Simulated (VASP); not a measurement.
Output of a VASP run:

OUTCAR:
```
 ion  position               nearest neighbor table
   1  0.000  0.000  0.000-
  LATTYP: Found a face centered cubic cell.
 ALAT       =     3.9298446772
 Subroutine PRICEL returns:
 Original cell was already a primitive cell.
 Subroutine GETGRP returns: Found 48 space group operations
The static configuration has the point symmetry O_h .
The dynamic configuration has the point symmetry O_h .
 Subroutine INISYM returns: Found 48 space group operations
 Subroutine IBZKPT returns following result:
 Found    195 irreducible k-points:

 Following reciprocal coordinates:
            Coordinates               Weight
  0.000000  0.000000  0.000000      1.000000
  0.055556  0.000000  0.000000      8.000000
  0.111111  0.000000  0.000000      8.000000
  0.166667  0.000000  0.000000      8.000000
  0.222222  0.000000  0.000000      8.000000
  0.277778  0.000000  0.000000      8.000000
  0.333333  0.000000  0.000000      8.000000
  0.388889  0.000000  0.000000      8.000000
  0.444444  0.000000  0.000000      8.000000
  0.500000  0.000000  0.000000      4.000000
  0.055556  0.055556  0.000000      6.000000
  0.111111  0.055556  0.000000     24.000000
  0.166667  0.055556  0.000000     24.000000
  0.222222  0.055556  0.000000     24.000000
  0.277778  0.055556  0.000000     24.000000
  0.333333  0.055556  0.000000     24.000000
  0.388889  0.055556  0.000000     24.000000
  0.444444  0.055556  0.000000     24.000000
  0.500000  0.055556  0.000000     24.000000
 -0.444444  0.055556  0.000000     24.000000
 -0.388889  0.055556  0.000000     24.000000
 -0.333333  0.055556  0.000000     24.000000
 -0.277778  0.055556  0.000000     24.000000
 -0.222222  0.055556  0.000000     24.000000
 -0.166667  0.055556  0.000000     24.000000
 -0.111111  0.055556  0.000000     24.000000
 -0.055556  0.055556  0.000000     12.000000
  0.111111  0.111111  0.000000      6.000000
  0.166667  0.111111  0.000000     24.000000
  0.222222  0.111111  0.000000     24.000000
  0.277778  0.111111  0.000000     24.000000
  0.333333  0.111111  0.000000     24.000000
  0.388889  0.111111  0.000000     24.000000
  0.444444  0.111111  0.000000     24.000000
  0.500000  0.111111  0.000000     24.000000
 -0.444444  0.111111  0.000000     24.000000
 -0.388889  0.111111  0.000000     24.000000
 -0.333333  0.111111  0.000000     24.000000
 -0.277778  0.111111  0.000000     24.000000
 -0.222222  0.111111  0.000000     24.000000
   k-points           NKPTS =    195   k-points in BZ     NKDIM =    195   number of bands    NBANDS=      9
   number of dos      NEDOS =    601   number of ions     NIONS =      1
   total plane-waves  NPLWV =  13824
   dimension x,y,z NGX =    24 NGY =   24 NGZ =   24
   dimension x,y,z NGXF=    48 NGYF=   48 NGZF=   48
   ions per type =               1
   PREC   = accura    normal or accurate (medium, high low for compatibility)
   ISTART =      0    job   : 0-new  1-cont  2-samecut
   ICHARG =      2    charge: 1-file 2-atom 10-const
   ISPIN  =      1    spin polarized calculation?
   LNONCOLLINEAR =      F non collinear calculations
   LSORBIT =      F    spin-orbit coupling
   INIWAV =      1    electr: 0-lowe 1-rand  2-diag
   ENCUT  =  520.0 eV  38.22 Ry    6.18 a.u.   5.17  5.17  5.17*2*pi/ulx,y,z
   NELM   =    100;   NELMIN=  2; NELMDL= -5     # of ELM steps
   EDIFF  = 0.1E-06   stopping-criterion for ELM
   LREAL  =      F    real-space projection
   NLSPLINE    = F    spline interpolate recip. space projectors
   LMAXMIX     =    6 max onsite mixed and CHGCAR
   VOSKOWN=      0    Vosko Wilk Nusair interpolation
   EDIFFG = 0.1E-05   stopping-criterion for IOM
   NSW    =      0    number of steps for IOM
   NBLOCK =      1;   KBLOCK =      1    inner block; outer block
   IBRION =     -1    ionic relax: 0-MD 1-quasi-New 2-CG
   NFREE  =      0    steps in history (QN), initial steepest desc. (CG)
...
```

**OSZICAR**
```
       N       E                     dE             d eps       ncg     rms          rms(c)
DAV:   1     0.354395352937E+02    0.35440E+02   -0.54823E+03  3678   0.103E+03
DAV:   2    -0.607688672945E+01   -0.41516E+02   -0.40352E+02  3685   0.184E+02
DAV:   3    -0.646525100591E+01   -0.38836E+00   -0.38570E+00  4189   0.182E+01
DAV:   4    -0.646647591083E+01   -0.12249E-02   -0.12215E-02  4065   0.108E+00
DAV:   5    -0.646648366642E+01   -0.77556E-05   -0.77208E-05  3926   0.794E-02    0.127E+01
DAV:   6    -0.612978220846E+01    0.33670E+00   -0.88164E-01  3591   0.854E+00    0.673E+00
DAV:   7    -0.608993984149E+01    0.39842E-01   -0.15663E-01  3734   0.349E+00    0.254E+00
DAV:   8    -0.608658470531E+01    0.33551E-02   -0.65384E-03  3753   0.797E-01    0.511E-01
DAV:   9    -0.608637826710E+01    0.20644E-03   -0.17991E-04  3729   0.136E-01    0.193E-02
DAV:  10    -0.608637767677E+01    0.59033E-06   -0.31060E-06  4129   0.149E-02    0.359E-03
DAV:  11    -0.608637766287E+01    0.13898E-07   -0.35868E-08  2928   0.202E-03
   1 F= -.68544940E+01 E0= -.68544940E+01  d E =0.000000E+00
```

File OUTCAR:
```
------------------------ aborting loop because EDIFF is reached ----------------------------------------
  Edisp (eV):   -0.76812
  FORCE on cell =-STRESS in cart. coord.  units (eV):
  Direction    XX          YY          ZZ          XY          YZ          ZX
  --------------------------------------------------------------------------------------
  Total       0.01774     0.01774     0.01774     0.00000    -0.00000    -0.00000
  in kB       1.87327     1.87327     1.87327     0.00000    -0.00000    -0.00000
  external pressure =        1.87 kB  Pullay stress =        0.00 kB
  volume of cell :       15.17
      direct lattice vectors                 reciprocal lattice vectors
     0.000000000  1.964922339  1.964922339    -0.254462983  0.254462983  0.254462983
     1.964922339  0.000000000  1.964922339     0.254462983 -0.254462983  0.254462983
     1.964922339  1.964922339  0.000000000     0.254462983  0.254462983 -0.254462983
 POSITION                                       TOTAL-FORCE (eV/Angst)
 -----------------------------------------------------------------------------------
      0.00000      0.00000      0.00000         0.000000     -0.000000     -0.000000
 -----------------------------------------------------------------------------------
    total drift:                               -0.000000     -0.000000     -0.000000
  FREE ENERGIE OF THE ION-ELECTRON SYSTEM (eV)
  ---------------------------------------------------
  free  energy   TOTEN  =        -6.8544940090 eV

  energy  without entropy=       -6.8544940090  energy(sigma->0) =       -6.85449401

 total charge

# of ion       s       p       d       tot
------------------------------------------
    1        0.635   0.605   8.043   9.283
```
(Selected blocks of OUTCAR.)

### POSCAR
```
Pt
1
   -0.0000000000     1.9649223386     1.9649223386
    1.9649223386    -0.0000000000     1.9649223386
    1.9649223386     1.9649223386    -0.0000000000
Pt
1
Direct
  0.0000000000   0.0000000000   0.0000000000
```

Task: Write an INCAR and KPOINTS that could have produced this output.

Result: This is not unique; one that fits is the input of the run itself, PBE GGA with D4 dispersion, plane waves, VASP's PBE PAW potentials (set 64).

**INCAR**
```
SYSTEM = Pt
PREC = Accurate
ENCUT = 520
EDIFF = 1E-7
NELM = 100
ALGO = Normal
LREAL = .FALSE.
LASPH = .TRUE.
ISMEAR = -5
GGA = PE
IVDW = 13
LMAXMIX = 6
LWAVE = .FALSE.
LCHARG = .TRUE.
LORBIT = 11
NEDOS = 601
ISIF = 2
```

KPOINTS:
```
Regular mesh
0
gamma
18 18 18
0 0 0
```

POTCAR, in this order: Pt (PBE.64 set). Program: vasp_std.

For a metal the tetrahedron method with Blöchl corrections gives inexact stress and forces.

The compound is Pt in the fcc structure. It was relaxed first.
